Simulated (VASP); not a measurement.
Calculation: LDA (Ceperley-Alder, Perdew-Zunger), VASP's LDA PAW potentials (set 64) (plane waves; VASP). Each cell was relaxed at this level, without spin-orbit coupling.

Q: Which of these comes out without a gap?
A. BN, P6_3/mmc (194)
B. InSb, F-43m (216)
C. LiF, Fm-3m (225)
D. LiBr, Fm-3m (225)

A: B, InSb, F-43m (216). The others have gaps of 9.71 eV (LiF, Fm-3m (225)), 4.00 eV (BN, P6_3/mmc (194)), 5.17 eV (LiBr, Fm-3m (225)).
